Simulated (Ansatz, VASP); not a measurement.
**Cross-check of In3As between VASP and Ansatz**

One calculation is typed for both programs; each brings its own data sets. How far apart do they land? The cell is generated by rule, not measured, and may not be a known phase. The cell is taken from a series of runs on this material, whose earlier steps may have relaxed, scaled, displaced or heated it; both programs get it as it stands.

Calculated with Ansatz 0.2.0; plane waves, with VASP 6.6.1 beside it; zone-centre phonons at PBEsol.

The structure was built from a prototype and need not be the compound's stable phase.

## 1. The starting structure

The structure is cubic, space group Fm-3m (No. 225). The conventional cell has a = 7.284 Å, b = 7.284 Å, c = 7.284 Å, α = 90.00°, β = 90.00°, γ = 90.00°. Nearest to As lie 8 In at 3.15 Å. Nearest to In lie 4 As at 3.15 Å and 4 In at 3.15 Å. Nearest to In lie 8 In at 3.15 Å. Farther neighbours are not listed.

Structure file:

```cif
data_structure
_symmetry_space_group_name_H-M 'Fm-3m'
_symmetry_Int_Tables_number 225
_cell_length_a 7.2838
_cell_length_b 7.2838
_cell_length_c 7.2838
_cell_angle_alpha 90.000
_cell_angle_beta 90.000
_cell_angle_gamma 90.000
_cell_volume 386.43
loop_
_atom_site_label
_atom_site_type_symbol
_atom_site_symmetry_multiplicity
_atom_site_Wyckoff_symbol
_atom_site_fract_x
_atom_site_fract_y
_atom_site_fract_z
_atom_site_occupancy
As1 As 4 a 0.00000 0.00000 0.00000 1
In1 In 8 c 0.25000 0.75000 0.75000 1
In2 In 4 b 0.50000 0.00000 0.00000 1
```

## 2. VASP: zone-centre phonons, PBEsol

Second derivatives magnify differences that forces hide, and they need a tight electronic threshold.

Lines of VASP's logs that name or quote its potential files are left out, and so is its time.

Input file INCAR:

```
SYSTEM = In3As
PREC = Accurate
ENCUT = 500
EDIFF = 1E-08
NELM = 120
ISMEAR = 1
SIGMA = 0.15
LREAL = .FALSE.
ALGO = Normal
GGA = PS
NBANDS = 28
LORBIT = 11
LWAVE = .FALSE.
LCHARG = .FALSE.
ISIF = 2
IBRION = 8
LASPH = .TRUE.
GGA_COMPAT = .FALSE.
KPAR = 2
```

Input file POSCAR:

```
In3As
1.0
    0.0000000000      3.6418882994      3.6418882994
    3.6418882994      0.0000000000      3.6418882994
    3.6418882994      3.6418882994      0.0000000000
As In
1 3
Direct
    0.0000000000      0.0000000000      0.0000000000
    0.2500000000      0.2500000000      0.2500000000
    0.7500000000      0.7500000000      0.7500000000
    0.5000000000      0.5000000000      0.5000000000
```

Input file KPOINTS:

```
Automatic mesh
0
Gamma
10 10 10
0 0 0
```

The projector-augmented-wave data sets are As and In_d (PBE family, release 64).

Launch:

```sh
$ mpirun -np 2 vasp_std
```

Numbers of over 12 decimals in the logs are rounded to 6 here.

Output:

```text
[banner, memory and clock lines left out]
running    2 mpi-ranks, on    1 nodes
 distrk:  each k-point on    1 cores,    2 groups
 distr:  one band on    1 cores,    1 groups

 POSCAR found type information on POSCAR AsIn
 POSCAR found :  2 types and       4 ions
|                                                                             |
|               ----> ADVICE to this user running VASP <----                  |
|                                                                             |
|     You enforced a specific xc type in the INCAR file but a different       |
|     [... a line on the potential file left out ...]
|     I HOPE YOU KNOW WHAT YOU ARE DOING!                                     |
|                                                                             |

 LDA part: xc-table for (Slater+PW92), standard interpolation
 POSCAR, INCAR and KPOINTS ok, starting setup
 FFT: planning ... GRIDC
 FFT: planning ... GRID_SOFT
 FFT: planning ... GRID
 WAVECAR not read
 entering main loop
       N       E                     dE             d eps       ncg     rms          rms(c)
DAV:   1     0.383852230212E+03    0.38385E+03   -0.21136E+04  2632   0.202E+03
DAV:   2     0.217412850190E+02   -0.36211E+03   -0.35662E+03  2640   0.451E+02
DAV:   3    -0.124703464979E+02   -0.34212E+02   -0.33472E+02  3232   0.162E+02
DAV:   4    -0.137996617380E+02   -0.13293E+01   -0.13210E+01  3072   0.336E+01
DAV:   5    -0.138518465684E+02   -0.52185E-01   -0.52167E-01  3548   0.565E+00    0.475E+00
DAV:   6    -0.136689361873E+02    0.18291E+00   -0.56114E-01  3412   0.872E+00    0.257E+00
DAV:   7    -0.136536251244E+02    0.15311E-01   -0.10467E-01  3428   0.362E+00    0.680E-01
DAV:   8    -0.136501128924E+02    0.35122E-02   -0.80118E-03  4036   0.147E+00    0.285E-01
DAV:   9    -0.136493777426E+02    0.73515E-03   -0.14774E-03  3352   0.321E-01    0.813E-02
DAV:  10    -0.136493725359E+02    0.52067E-05   -0.98642E-05  3492   0.129E-01    0.330E-02
DAV:  11    -0.136493743282E+02   -0.17923E-05   -0.19804E-05  3360   0.494E-02    0.684E-03
DAV:  12    -0.136493727023E+02    0.16260E-05   -0.36595E-06  3328   0.266E-02    0.214E-03
DAV:  13    -0.136493728591E+02   -0.15686E-06   -0.19029E-07  3608   0.394E-03    0.127E-03
DAV:  14    -0.136493729103E+02   -0.51175E-07   -0.23266E-08  2124   0.140E-03    0.185E-04
DAV:  15    -0.136493728838E+02    0.26453E-07   -0.60840E-09  1632   0.854E-04    0.139E-04
DAV:  16    -0.136493728922E+02   -0.83837E-08   -0.15487E-09  1616   0.749E-04
   1 F= -.13649373E+02 E0= -.13649939E+02  d E =0.169935E-02
 Linear response reoptimize wavefunctions to high precision
DAV:   1    -0.136493728881E+02    0.41227E-08   -0.66474E-10  1600   0.322E-04
DAV:   2    -0.136493728880E+02    0.83674E-10   -0.41144E-10  1592   0.216E-04
 Linear response DOF=           3
 Linear response progress:
  Degree of freedom:   1/  3
       N       E                     dE             d eps       ncg     rms          rms(c)
RMM:   1    -0.473638564924E-01   -0.47364E-01    0.73393E-02 10025   0.774E-01
RMM:   2    -0.451327115003E-01    0.22311E-02   -0.30610E-03  8086   0.289E-01    0.448E-02
RMM:   3    -0.453132999662E-01   -0.18059E-03   -0.51165E-04 10080   0.110E-01    0.214E-02
RMM:   4    -0.453536008333E-01   -0.40301E-04   -0.61056E-05  9770   0.401E-02    0.484E-03
RMM:   5    -0.453496180749E-01    0.39828E-05   -0.88294E-06 10720   0.156E-02    0.328E-03
RMM:   6    -0.453390962928E-01    0.10522E-04   -0.69686E-07  9990   0.386E-03    0.152E-03
RMM:   7    -0.453372418971E-01    0.18544E-05   -0.94690E-08 10653   0.136E-03    0.692E-04
RMM:   8    -0.453370486360E-01    0.19326E-06   -0.53853E-08 10344   0.555E-04    0.221E-04
RMM:   9    -0.453372092892E-01   -0.16065E-06   -0.78087E-09 10485   0.227E-04    0.105E-04
RMM:  10    -0.453372050274E-01    0.42618E-08    0.24746E-09 11282   0.869E-05    0.306E-05
 first order change of Fermi-energy   0.24848E-03
 force on displaced ion       1 direction 1 :  -1.152   0.000   0.000
 Linear response progress:
  Degree of freedom:   2/  3
       N       E                     dE             d eps       ncg     rms          rms(c)
RMM:   1    -0.236651842789E+00   -0.23665E+00   -0.14247E-01 13372   0.383E+00
RMM:   2    -0.239027301490E+00   -0.23755E-02   -0.17973E-02 15888   0.923E-01    0.719E-02
RMM:   3    -0.239099526941E+00   -0.72225E-04   -0.18045E-03 16638   0.296E-01    0.268E-02
RMM:   4    -0.238985197906E+00    0.11433E-03   -0.17611E-04 17346   0.983E-02    0.200E-02
RMM:   5    -0.238969348882E+00    0.15849E-04   -0.32828E-05 17095   0.375E-02    0.879E-03
RMM:   6    -0.238955933839E+00    0.13415E-04   -0.58605E-06 17289   0.144E-02    0.148E-03
RMM:   7    -0.238950547540E+00    0.53863E-05    0.78380E-06 17338   0.486E-03    0.818E-04
RMM:   8    -0.238947944657E+00    0.26029E-05   -0.14304E-06 17741   0.193E-03    0.285E-04
RMM:   9    -0.238947265924E+00    0.67873E-06    0.72655E-07 18095   0.795E-04    0.130E-04
RMM:  10    -0.238946498981E+00    0.76694E-06    0.22370E-06 18750   0.376E-04    0.801E-05
RMM:  11    -0.238946651119E+00   -0.15214E-06    0.88976E-07 18831   0.205E-04    0.340E-05
RMM:  12    -0.238946561151E+00    0.89968E-07    0.59395E-07 18346   0.130E-04    0.384E-05
RMM:  13    -0.238946770534E+00   -0.20938E-06    0.31511E-07 17230   0.964E-05    0.292E-05
RMM:  14    -0.238946786345E+00   -0.15811E-07    0.15090E-07 18915   0.766E-05    0.339E-05
 first order change of Fermi-energy  -0.14728E-04
 force on displaced ion       2 direction 1 :  -2.262  -0.000  -0.000
 Linear response progress:
  Degree of freedom:   3/  3
       N       E                     dE             d eps       ncg     rms          rms(c)
RMM:   1    -0.236461848730E+00   -0.23646E+00   -0.13705E-01  7957   0.358E+00
RMM:   2    -0.239207193004E+00   -0.27453E-02   -0.18421E-02  9106   0.871E-01    0.726E-02
RMM:   3    -0.239285963302E+00   -0.78770E-04   -0.18223E-03  9831   0.286E-01    0.293E-02
RMM:   4    -0.239189709664E+00    0.96254E-04   -0.19126E-04 10119   0.909E-02    0.192E-02
RMM:   5    -0.239175478448E+00    0.14231E-04   -0.30472E-05 10108   0.361E-02    0.704E-03
RMM:   6    -0.239170428988E+00    0.50495E-05   -0.36570E-06 10178   0.119E-02    0.172E-03
RMM:   7    -0.239167989817E+00    0.24392E-05   -0.99217E-07 10103   0.448E-03    0.558E-04
RMM:   8    -0.239165179428E+00    0.28104E-05   -0.23481E-07 10461   0.172E-03    0.296E-04
RMM:   9    -0.239163362411E+00    0.18170E-05   -0.18555E-07 10608   0.721E-04    0.171E-04
RMM:  10    -0.239163320353E+00    0.42058E-07   -0.47479E-09 11050   0.348E-04    0.972E-05
RMM:  11    -0.239163269123E+00    0.51230E-07    0.33210E-08 10801   0.187E-04    0.400E-05
RMM:  12    -0.239163230254E+00    0.38868E-07    0.15809E-08 11018   0.119E-04    0.337E-05
RMM:  13    -0.239163255573E+00   -0.25319E-07   -0.47031E-09 10952   0.873E-05    0.595E-05
RMM:  14    -0.239163203084E+00    0.52489E-07   -0.51703E-09 10478   0.712E-05    0.309E-05
RMM:  15    -0.239163183380E+00    0.19704E-07   -0.82765E-09  9799   0.621E-05    0.178E-05
RMM:  16    -0.239163169557E+00    0.13823E-07   -0.18151E-08  9450   0.569E-05    0.954E-06
RMM:  17    -0.239163155851E+00    0.13706E-07   -0.10870E-08  9358   0.542E-05    0.802E-07
RMM:  18    -0.239163153972E+00    0.18793E-08   -0.13745E-08  8132   0.522E-05    0.616E-07
 first order change of Fermi-energy  -0.67139E-04
 force on displaced ion       4 direction 1 :  -2.381   0.000   0.000
 Linear response finished
```

OUTCAR, selected parts (step 2):

```text
ion  position               nearest neighbor table
   1  0.000  0.000  0.000-   2 3.15   3 3.15   3 3.15   3 3.15   3 3.15   2 3.15   2 3.15   2 3.15

  LATTYP: Found a face centered cubic cell.
 ALAT       =     7.2837765988

 Subroutine GETGRP returns: Found 48 space group operations
 (whereof 48 operations were pure point group operations)

The static configuration has the point symmetry O_h .

 Found     47 irreducible k-points:

   k-points           NKPTS =     47   k-points in BZ     NKDIM =     47   number of bands    NBANDS=     28

   dimension x,y,z NGX =    40 NGY =   40 NGZ =   40
   dimension x,y,z NGXF=    80 NGYF=   80 NGZF=   80

   ENCUT  =  500.0 eV  36.75 Ry    6.06 a.u.   9.39  9.39  9.39*2*pi/ulx,y,z

   NELECT =      44.0000    total number of electrons

 k-points in reciprocal lattice and weights: Automatic mesh
   0.00000000  0.00000000  0.00000000       0.001
   0.10000000  0.00000000  0.00000000       0.008
   0.20000000  0.00000000  0.00000000       0.008
   0.30000000  0.00000000  0.00000000       0.008
   0.40000000  0.00000000  0.00000000       0.008
   0.50000000  0.00000000  0.00000000       0.004
   0.10000000  0.10000000  0.00000000       0.006
   0.20000000  0.10000000  0.00000000       0.024
   0.30000000  0.10000000  0.00000000       0.024
[...]
-0.30000000  0.40000000  0.20000000       0.024
  -0.30000000  0.50000000  0.20000000       0.012

 average (electrostatic) potential at core
       1 -47.4725       2 -93.7744       3 -93.7744       4 -93.9584

  Total        0.0057141      0.0057141      0.0057141      0.0000000      0.0000000      0.0000000
  in kB        0.0947650      0.0947650      0.0947650      0.0000000      0.0000000      0.0000000
  external PRESSURE =       0.0947650 kB  Pullay stress =       0.0000000 kB

  energy-cutoff  :      500.00
  volume of cell :       96.61
      direct lattice vectors                 reciprocal lattice vectors
     0.000000000  3.641888299  3.641888299    -0.137291416  0.137291416  0.137291416
     3.641888299  0.000000000  3.641888299     0.137291416 -0.137291416  0.137291416
     3.641888299  3.641888299  0.000000000     0.137291416  0.137291416 -0.137291416

 POSITION                                       TOTAL-FORCE (eV/Angst)
 -----------------------------------------------------------------------------------
      0.00000      0.00000      0.00000        -0.000000      0.000000      0.000000
      1.82094      1.82094      1.82094         0.000000      0.000000     -0.000000
      5.46283      5.46283      5.46283        -0.000000     -0.000000      0.000000
      3.64189      3.64189      3.64189        -0.000000      0.000000      0.000000
 -----------------------------------------------------------------------------------
    total drift:                               -0.000000     -0.000000      0.000000

 Eigenvectors and eigenvalues of the dynamical matrix
 ----------------------------------------------------

   1 f  =    2.907927 THz    18.271047 2PiTHz   96.998020 cm-1    12.026216 meV
             X         Y         Z           dx          dy          dz
      0.000000  0.000000  0.000000    -0.053766   -0.149858   -0.246703
      1.820944  1.820944  1.820944     0.085155    0.237347    0.390732
      5.462832  5.462832  5.462832     0.085155    0.237347    0.390732
      3.641888  3.641888  3.641888    -0.127035   -0.354076   -0.582896

   2 f  =    2.907927 THz    18.271047 2PiTHz   96.998020 cm-1    12.026216 meV
             X         Y         Z           dx          dy          dz
      0.000000  0.000000  0.000000    -0.147295   -0.201571    0.154544
      1.820944  1.820944  1.820944     0.233288    0.319252   -0.244769
      5.462832  5.462832  5.462832     0.233288    0.319252   -0.244769
      3.641888  3.641888  3.641888    -0.348020   -0.476261    0.365148

   3 f  =    2.907927 THz    18.271047 2PiTHz   96.998020 cm-1    12.026216 meV
             X         Y         Z           dx          dy          dz
      0.000000  0.000000  0.000000     0.248242   -0.152060    0.038266
      1.820944  1.820944  1.820944    -0.393170    0.240835   -0.060607
      5.462832  5.462832  5.462832    -0.393170    0.240835   -0.060607
      3.641888  3.641888  3.641888     0.586532   -0.359279    0.090413

   4 f  =    2.428049 THz    15.255884 2PiTHz   80.991008 cm-1    10.041601 meV
             X         Y         Z           dx          dy          dz
      0.000000  0.000000  0.000000     0.000000   -0.000000   -0.000000
      1.820944  1.820944  1.820944     0.137688   -0.653244   -0.233053
      5.462832  5.462832  5.462832    -0.137688    0.653244    0.233053
      3.641888  3.641888  3.641888     0.000000    0.000000    0.000000

   5 f  =    2.428049 THz    15.255884 2PiTHz   80.991008 cm-1    10.041601 meV
             X         Y         Z           dx          dy          dz
      0.000000  0.000000  0.000000     0.000000   -0.000000    0.000000
      1.820944  1.820944  1.820944     0.153211   -0.203084    0.659760
      5.462832  5.462832  5.462832    -0.153211    0.203084   -0.659760
      3.641888  3.641888  3.641888     0.000000    0.000000   -0.000000

   6 f  =    2.428049 THz    15.255884 2PiTHz   80.991008 cm-1    10.041601 meV
             X         Y         Z           dx          dy          dz
      0.000000  0.000000  0.000000    -0.000000   -0.000000   -0.000000
      1.820944  1.820944  1.820944     0.676438    0.178965   -0.101996
      5.462832  5.462832  5.462832    -0.676438   -0.178965    0.101996
      3.641888  3.641888  3.641888     0.000000    0.000000    0.000000

   7 f  =    2.025337 THz    12.725565 2PiTHz   67.557954 cm-1     8.376115 meV
             X         Y         Z           dx          dy          dz
      0.000000  0.000000  0.000000     0.095987    0.112898   -0.846213
      1.820944  1.820944  1.820944    -0.010803   -0.012706    0.095238
      5.462832  5.462832  5.462832    -0.010803   -0.012706    0.095238
      3.641888  3.641888  3.641888    -0.055108   -0.064817    0.485829

   8 f  =    2.025337 THz    12.725565 2PiTHz   67.557954 cm-1     8.376115 meV
             X         Y         Z           dx          dy          dz
      0.000000  0.000000  0.000000     0.265591   -0.813237   -0.078372
      1.820944  1.820944  1.820944    -0.029891    0.091526    0.008820
      5.462832  5.462832  5.462832    -0.029891    0.091526    0.008820
      3.641888  3.641888  3.641888    -0.152482    0.466897    0.044995

   9 f  =    2.025337 THz    12.725565 2PiTHz   67.557954 cm-1     8.376115 meV
             X         Y         Z           dx          dy          dz
      0.000000  0.000000  0.000000    -0.811346   -0.252853   -0.125766
      1.820944  1.820944  1.820944     0.091314    0.028458    0.014154
      5.462832  5.462832  5.462832     0.091314    0.028458    0.014154
      3.641888  3.641888  3.641888     0.465812    0.145169    0.072205

  10 f/i=    0.007911 THz     0.049703 2PiTHz    0.263867 cm-1     0.032715 meV
             X         Y         Z           dx          dy          dz
      0.000000  0.000000  0.000000     0.039289   -0.044255    0.415033
      1.820944  1.820944  1.820944     0.049092   -0.055296    0.518582
      5.462832  5.462832  5.462832     0.049092   -0.055296    0.518582
      3.641888  3.641888  3.641888     0.049186   -0.055403    0.519584

  11 f/i=    0.007911 THz     0.049703 2PiTHz    0.263867 cm-1     0.032715 meV
             X         Y         Z           dx          dy          dz
      0.000000  0.000000  0.000000     0.305417    0.287180    0.001710
      1.820944  1.820944  1.820944     0.381617    0.358830    0.002136
      5.462832  5.462832  5.462832     0.381617    0.358830    0.002136
      3.641888  3.641888  3.641888     0.382354    0.359523    0.002140

  12 f/i=    0.007911 THz     0.049703 2PiTHz    0.263867 cm-1     0.032715 meV
             X         Y         Z           dx          dy          dz
      0.000000  0.000000  0.000000     0.284485   -0.302198   -0.059154
      1.820944  1.820944  1.820944     0.355462   -0.377595   -0.073913
      5.462832  5.462832  5.462832     0.355462   -0.377595   -0.073913
      3.641888  3.641888  3.641888     0.356149   -0.378325   -0.074056

 ELASTIC MODULI CONTR FROM IONIC RELAXATION (kBar)
 Direction    XX          YY          ZZ          XY          YZ          ZX
 --------------------------------------------------------------------------------
 XX          -0.0000     -0.0000     -0.0000     -0.0000     -0.0000      0.0000
 YY          -0.0000     -0.0000     -0.0000     -0.0000     -0.0000     -0.0000
 ZZ          -0.0000     -0.0000     -0.0000     -0.0000     -0.0000      0.0000
 XY          -0.0000     -0.0000     -0.0000    -19.0018     -0.0000      0.0000
 YZ          -0.0000     -0.0000     -0.0000     -0.0000    -19.0018      0.0000
 ZX           0.0000     -0.0000      0.0000      0.0000      0.0000    -19.0018
 --------------------------------------------------------------------------------
```

(Continued in part 2 of 2.)

[Lines on the potential files, build, host, timing and source positions are cut from VASP's logs without a mark.]

[Logs are printed without paths, hosts, clocks, repeated set-up lines and the standing remarks that a program may print on its own settings, such as how far it seeks lower states.]

[Hosts, paths, dates, database ids (printed as entryN), source tags and the programs' standing remarks are cut or masked in the printed files.]
